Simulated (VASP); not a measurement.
Level of theory: PBEsol GGA, VASP's PBE PAW potentials (set 64) (plane waves; VASP).

The input files of a VASP run:

File KPOINTS:
```
k-points along high-symmetry lines
9
Line-mode
Reciprocal
  0.000000   0.000000   0.000000 ! GAMMA
  0.000000   0.500000   0.000000 ! Z

  0.000000   0.500000   0.000000 ! Z
  0.000000   0.500000   0.500000 ! D

  0.000000   0.500000   0.500000 ! D
  0.000000   0.000000   0.500000 ! B

  0.000000   0.000000   0.500000 ! B
  0.000000   0.000000   0.000000 ! GAMMA

  0.000000   0.000000   0.000000 ! GAMMA
 -0.500000   0.000000   0.500000 ! A

 -0.500000   0.000000   0.500000 ! A
 -0.500000   0.500000   0.500000 ! E

 -0.500000   0.500000   0.500000 ! E
  0.000000   0.500000   0.000000 ! Z

  0.000000   0.500000   0.000000 ! Z
 -0.500000   0.500000   0.000000 ! C_2

 -0.500000   0.500000   0.000000 ! C_2
 -0.500000   0.000000   0.000000 ! Y_2

 -0.500000   0.000000   0.000000 ! Y_2
  0.000000   0.000000   0.000000 ! GAMMA
```

**POSCAR**
```
Al3GaN4
1.0
  5.0409613691   0.0000000000  -0.0001295571
  0.0000000000   3.1286618682   0.0000000000
 -0.0034943651   0.0000000000   5.4147006579
Al Ga N
3 1 4
Direct
  0.5002010367   0.5000000000   0.1673810531
  0.0009661552   0.5000000000   0.8348574759
  0.0010420135   0.0000000000   0.3316753903
  0.4994822980   0.0000000000   0.6662371647
  0.1112570090   0.0000000000   0.6663311444
  0.1224888780   0.5000000000   0.1672280994
  0.6250343430   0.5000000000   0.8401626921
  0.6231282667   0.0000000000   0.3263269801
```

**INCAR**
```
ALGO = Normal
EDIFF = 1E-7
ENCUT = 520
GGA = PS
ICHARG = 11
ISMEAR = 0
LASPH = .TRUE.
LCHARG = .FALSE.
LMAXMIX = 4
LORBIT = 11
LREAL = .FALSE.
LWAVE = .FALSE.
NELM = 100
PREC = Accurate
SIGMA = 0.05
SYSTEM = Al3GaN4
```

POTCAR, in this order: Al Ga_d N (PBE.64 set). Program: vasp_std. Read from the step before: CHGCAR.

What VASP printed:

File OSZICAR:
```
       N       E                     dE             d eps       ncg     rms          rms(c)
DAV:   1     0.337808950565E+03    0.33781E+03   -0.19638E+04  4818   0.204E+03
DAV:   2    -0.697440664573E+01   -0.34478E+03   -0.33281E+03  5278   0.495E+02
DAV:   3    -0.573133389970E+02   -0.50339E+02   -0.48740E+02  5522   0.148E+02
DAV:   4    -0.596030376734E+02   -0.22897E+01   -0.22806E+01  5872   0.335E+01
DAV:   5    -0.596560881210E+02   -0.53050E-01   -0.52980E-01  6164   0.511E+00
DAV:   6    -0.596584970183E+02   -0.24089E-02   -0.24086E-02  7074   0.968E-01
DAV:   7    -0.596585172234E+02   -0.20205E-04   -0.20203E-04  6334   0.916E-02
DAV:   8    -0.596585178092E+02   -0.58577E-06   -0.58571E-06  6846   0.152E-02
DAV:   9    -0.596585178153E+02   -0.61696E-08   -0.60263E-08  4746   0.155E-03
   1 F= -.59658518E+02 E0= -.59658518E+02  d E =-.556277E-11
```

File OUTCAR:
```
 val. band max:        5.7943633903   @ k =   0.0000   0.0000   0.0000

 cond. band min:       9.3021631831   @ k =   0.0000   0.0000   0.0000



 k-point     1 :       0.0000    0.0000    0.0000
  band No.  band energies     occupation
      1      -9.5540      2.00000
      2      -8.1647      2.00000
      3      -8.1179      2.00000
      4      -7.1967      2.00000
      5      -7.0065      2.00000
      6      -6.9162      2.00000
      7      -6.8306      2.00000
      8      -6.1946      2.00000
      9      -5.8713      2.00000
     10      -0.5559      2.00000
     11       0.1072      2.00000
     12       1.4014      2.00000
     13       2.2355      2.00000
     14       3.5611      2.00000
     15       3.8900      2.00000
     16       4.8743      2.00000
     17       4.9087      2.00000
     18       5.0494      2.00000
     19       5.7069      2.00000
     20       5.7835      2.00000
     21       5.7944      2.00000
     22       9.3022      0.00000
     23      11.2233      0.00000
     24      11.6628      0.00000
     25      11.7782      0.00000
     26      13.3880      0.00000

 k-point     2 :       0.0000    0.0625    0.0000
  band No.  band energies     occupation
      1      -9.5184      2.00000
      2      -8.1587      2.00000
      3      -8.1047      2.00000
      4      -7.1945      2.00000
      5      -6.9926      2.00000
      6      -6.9133      2.00000
      7      -6.8352      2.00000
      8      -6.1839      2.00000
      9      -5.8551      2.00000
     10      -0.5122      2.00000
     11       0.1476      2.00000
     12       1.4282      2.00000
     13       2.2715      2.00000
     14       3.3865      2.00000
     15       3.8802      2.00000
     16       4.7007      2.00000
     17       4.8495      2.00000
     18       4.8917      2.00000
     19       5.5604      2.00000
     20       5.6968      2.00000
     21       5.7830      2.00000
     22       9.5110      0.00000
     23      11.3586      0.00000
...
```

The density is held fixed in this step, so its total energy and stress have no physical meaning.

The structure comes from a computed database's Al3GaN4 entry (Pm); how it stands against other phases isn't given here. It was relaxed first.
